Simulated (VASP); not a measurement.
# Relaxed cell of Sn (Tin): a test of cutoff and mesh, part 2 of 2

How far does the relaxed cell of Sn (Tin) depend on cutoff and k mesh? The starting structure is a measured crystal structure from the Crystallography Open Database. The first relaxation on each setting starts from this cell expanded by 3 % in volume.

VASP 6.6.1.

Results so far: reference 26.87 Å³ an atom; a cutoff of 240 eV 26.52 Å³ an atom; a 9×9×9 mesh 26.90 Å³ an atom.

**5. Relaxation with a cutoff of 600 eV**

Level of this step: PBEsol; plane waves and PAW (Sn_d) (VASP).

Against step 2 the input has ENCUT = 600. This run starts from the cell of an earlier relaxation, which isn't shown; the restart sets up the plane waves anew.

INCAR reads:

```
SYSTEM = Sn
PREC = Accurate
ENCUT = 600
EDIFF = 1E-06
NELM = 100
ISMEAR = 1
SIGMA = 0.15
LREAL = .FALSE.
ALGO = Normal
GGA = PS
NBANDS = 20
LORBIT = 11
LWAVE = .FALSE.
LCHARG = .FALSE.
KPAR = 4
IBRION = 2
NSW = 50
ISIF = 3
EDIFFG = -0.006
```

POSCAR reads:

```
Sn
1.0
   -2.9197452937      2.9197452937      1.5754290849
    2.9197452937     -2.9197452937      1.5754290849
    2.9197452937      2.9197452937     -1.5754290849
Sn
2
Direct
    0.7500000000      0.2500000000      0.5000000000
    0.0000000000      0.0000000000      0.0000000000
```

KPOINTS reads:

```
Automatic mesh
0
Gamma
16 16 16
0 0 0
```

Potentials, in the order of the species: Sn_d (PBE family, release 64).

Command:

```bash
$ mpirun -np 4 vasp_std
```

The log of the run:

```text
[... set-up lines as in an earlier step ...]
 entering main loop
       N       E                     dE             d eps       ncg     rms          rms(c)
DAV:   1     0.224354362956E+03    0.22435E+03   -0.15745E+04 14028   0.237E+03
DAV:   2     0.137454564605E+02   -0.21061E+03   -0.20700E+03 14004   0.479E+02
DAV:   3    -0.785695485937E+01   -0.21602E+02   -0.21383E+02 15776   0.141E+02
DAV:   4    -0.854019604692E+01   -0.68324E+00   -0.68235E+00 16068   0.274E+01
[...]
DAV:   8    -0.852348600202E+01    0.56508E-03   -0.21972E-03 17596   0.675E-01    0.330E-02
DAV:   9    -0.852349153203E+01   -0.55300E-05   -0.63316E-05 18964   0.738E-02    0.155E-02
DAV:  10    -0.852349068769E+01    0.84434E-06   -0.54452E-06 16984   0.301E-02
   1 F= -.85234907E+01 E0= -.85233833E+01  d E =-.852349E+01
[...]
N       E                     dE             d eps       ncg     rms          rms(c)
DAV:   1    -0.852363207086E+01   -0.14054E-03   -0.30801E-03 16648   0.850E-01    0.640E-02
DAV:   2    -0.852352216921E+01    0.10990E-03   -0.21887E-04 17388   0.240E-01    0.299E-02
DAV:   3    -0.852349175261E+01    0.30417E-04   -0.82491E-05 19208   0.140E-01    0.490E-03
DAV:   4    -0.852348930679E+01    0.24458E-05   -0.60706E-06 15684   0.300E-02    0.146E-03
DAV:   5    -0.852348900896E+01    0.29783E-06   -0.20797E-07  8480   0.631E-03
   2 F= -.85234890E+01 E0= -.85233843E+01  d E =0.167873E-05
 trial-energy change:    0.000002  1 .order    0.000000   -0.000009    0.000009
 step:   0.4902(harm=  0.4902)  dis= 0.00000  next Energy=    -8.523493 (dE=-0.220E-05)
[...]
N       E                     dE             d eps       ncg     rms          rms(c)
DAV:   1    -0.852352765875E+01   -0.38352E-04   -0.80065E-04 16620   0.432E-01    0.326E-02
DAV:   2    -0.852349808191E+01    0.29577E-04   -0.56928E-05 17228   0.122E-01    0.153E-02
DAV:   3    -0.852349064508E+01    0.74368E-05   -0.21308E-05 18544   0.715E-02    0.256E-03
DAV:   4    -0.852349097043E+01   -0.32536E-06   -0.13493E-06  9020   0.151E-02
   3 F= -.85234910E+01 E0= -.85233849E+01  d E =-.282742E-06
[...]
reached required accuracy - stopping structural energy minimisation
```

Run time: 2 min. Hardware: 4 MPI ranks of Intel Xeon Platinum 8259CL at 2.50GHz (Skylake/Cascade Lake), shared host; peak memory 2 GiB; 8.1 min of CPU time.

Parts of OUTCAR (step 5):

```text
  Total       -0.0072379     -0.0072379     -0.0055005      0.0000000      0.0000000      0.0000000
  in kB       -0.2157934     -0.2157934     -0.1639942      0.0000000      0.0000000      0.0000000
  external PRESSURE =      -0.1985270 kB  Pullay stress =       0.0000000 kB

 POSITION                                       TOTAL-FORCE (eV/Angst)
 -----------------------------------------------------------------------------------
      0.00000      2.91989      0.78789        -0.000000     -0.000000      0.000000
      0.00000      0.00000     -0.00000         0.000000      0.000000     -0.000000
 -----------------------------------------------------------------------------------
    total drift:                               -0.000000      0.000000     -0.000000

  FREE ENERGIE OF THE ION-ELECTRON SYSTEM (eV)
  ---------------------------------------------------
  free  energy   TOTEN  =        -8.5234909704 eV

  energy  without entropy=       -8.5231727991  energy(sigma->0) =       -8.52338491

[... 2 parts as in an earlier step ...]

[... 2 further parts left out ...]
[key lines of the parts left out:]
E-fermi :   7.9428
```

With a cutoff of 600 eV the cell ends at 26.869 Å³ an atom, -0.01 % from the reference.

**6. Relaxation with a 22×22×22 mesh**

Against step 2 the input has a 22×22×22 mesh. This run starts from the cell of an earlier relaxation, which isn't shown; the restart sets up the plane waves anew.

INCAR, as its differences from that of step 5:

```diff
@@ -2,3 +2,3 @@
 PREC = Accurate
-ENCUT = 600
+ENCUT = 450
 EDIFF = 1E-06
```

POSCAR reads:

```
Sn
1.0
   -2.9189543048      2.9189543048      1.5762665948
    2.9189543048     -2.9189543048      1.5762665948
    2.9189543048      2.9189543048     -1.5762665948
Sn
2
Direct
    0.7500000000      0.2500000000      0.5000000000
    0.0000000000      0.0000000000      0.0000000000
```

KPOINTS reads:

```
Automatic mesh
0
Gamma
22 22 22
0 0 0
```

Command:

```bash
$ mpirun -np 4 vasp_std
```

The log of the run:

```text
[... set-up lines as in an earlier step ...]
 entering main loop
       N       E                     dE             d eps       ncg     rms          rms(c)
DAV:   1     0.207265387634E+03    0.20727E+03   -0.13497E+04 33672   0.202E+03
DAV:   2     0.119251035707E+02   -0.19534E+03   -0.19188E+03 33556   0.430E+02
DAV:   3    -0.793611508021E+01   -0.19861E+02   -0.19691E+02 37708   0.132E+02
DAV:   4    -0.854097643005E+01   -0.60486E+00   -0.60433E+00 37928   0.258E+01
[...]
DAV:   8    -0.852126446489E+01    0.56601E-03   -0.21946E-03 42068   0.671E-01    0.322E-02
DAV:   9    -0.852127002195E+01   -0.55571E-05   -0.62364E-05 45012   0.731E-02    0.144E-02
DAV:  10    -0.852126925992E+01    0.76203E-06   -0.51150E-06 39736   0.288E-02
   1 F= -.85212693E+01 E0= -.85212854E+01  d E =-.852127E+01
[...]
N       E                     dE             d eps       ncg     rms          rms(c)
DAV:   1    -0.852156107509E+01   -0.29105E-03   -0.62092E-03 39268   0.125E+00    0.917E-02
DAV:   2    -0.852133261250E+01    0.22846E-03   -0.43126E-04 40840   0.337E-01    0.419E-02
DAV:   3    -0.852127436374E+01    0.58249E-04   -0.16249E-04 46100   0.197E-01    0.622E-03
DAV:   4    -0.852127011539E+01    0.42484E-05   -0.94740E-06 38752   0.370E-02    0.190E-03
DAV:   5    -0.852126952989E+01    0.58550E-06   -0.29693E-07 20560   0.713E-03
   2 F= -.85212695E+01 E0= -.85212862E+01  d E =-.269965E-06
 trial-energy change:   -0.000000  1 .order   -0.000001   -0.000016    0.000014
 step:   0.5294(harm=  0.5294)  dis= 0.00000  next Energy=    -8.521273 (dE=-0.422E-05)
[...]
N       E                     dE             d eps       ncg     rms          rms(c)
DAV:   1    -0.852133566221E+01   -0.65547E-04   -0.13708E-03 39116   0.584E-01    0.432E-02
DAV:   2    -0.852128356819E+01    0.52094E-04   -0.95805E-05 40404   0.159E-01    0.198E-02
DAV:   3    -0.852127124597E+01    0.12322E-04   -0.35773E-05 44884   0.926E-02    0.300E-03
DAV:   4    -0.852127152062E+01   -0.27465E-06   -0.18315E-06 23080   0.172E-02
   3 F= -.85212715E+01 E0= -.85212880E+01  d E =-.226070E-05
[...]
reached required accuracy - stopping structural energy minimisation
```

Wall time 2.6 min (4 MPI ranks); peak memory 2.6 GiB.

Parts of OUTCAR (step 6):

```text
  Total       -0.0035219     -0.0035219     -0.0006467      0.0000000      0.0000000      0.0000000
  in kB       -0.1049828     -0.1049828     -0.0192787      0.0000000      0.0000000      0.0000000
  external PRESSURE =      -0.0764148 kB  Pullay stress =       0.0000000 kB

 POSITION                                       TOTAL-FORCE (eV/Angst)
 -----------------------------------------------------------------------------------
     -0.00000      2.91927      0.78836        -0.000000      0.000000      0.000000
      0.00000      0.00000      0.00000         0.000000     -0.000000     -0.000000
 -----------------------------------------------------------------------------------
    total drift:                                0.000000     -0.000000      0.000000

  FREE ENERGIE OF THE ION-ELECTRON SYSTEM (eV)
  ---------------------------------------------------
  free  energy   TOTEN  =        -8.5212715206 eV

  energy  without entropy=       -8.5213208254  energy(sigma->0) =       -8.52128796

[... 1 part as in an earlier step ...]

[... 3 further parts left out ...]
[key lines of the parts left out:]
E-fermi :   7.9241
```

With a 22×22×22 mesh the cell ends at 26.874 Å³ an atom, +0.01 % from the reference.

**7. The runs compared**

```tsv
run	volume (Å³/atom)	change (%)	pressure left (GPa)	core minutes
reference	26.871	-	-0.01	15.0
a cutoff of 240 eV	26.519	-1.31	-0.01	8.87
a 9×9×9 mesh	26.895	0.09	-0.02	5.0
a cutoff of 600 eV	26.869	-0.01	-0.02	25.9
a 22×22×22 mesh	26.874	0.01	-0.01	31.7
```

Core minutes are wall time times ranks, summed over the relaxations behind a row (those for a bulk modulus apart), on shared hosts.

**8. Outcome**

| Item | Value |
| --- | --- |
| volume of the reference | 26.87 Å³/atom |
| volume against the reference, a cutoff of 240 eV | -1.31 % |
| volume against the reference, a 9×9×9 mesh | +0.09 % |
| volume against the reference, a cutoff of 600 eV | -0.01 % |
| volume against the reference, a 22×22×22 mesh | +0.01 % |

The volume moves most with a cutoff of 240 eV: -1.31 % against the reference (450 eV, 16×16×16 mesh). On finer settings it changes by -0.01 % with a cutoff of 600 eV and +0.01 % with a 22×22×22 mesh. A cell that shrinks at the lower cutoff is the usual mark of Pulay stress, the error that a plane-wave basis makes when it is kept while the volume changes. Further runs on this material are not shown.

[Lines on the potential files, build, host, timing and source positions are cut from VASP's logs without a mark.]

[Logs are printed without paths, hosts, clocks, repeated set-up lines and the standing remarks that a program may print on its own settings, such as how far it seeks lower states.]

[Hosts, paths, dates, database ids (printed as entryN), source tags and the programs' standing remarks are cut or masked in the printed files.]
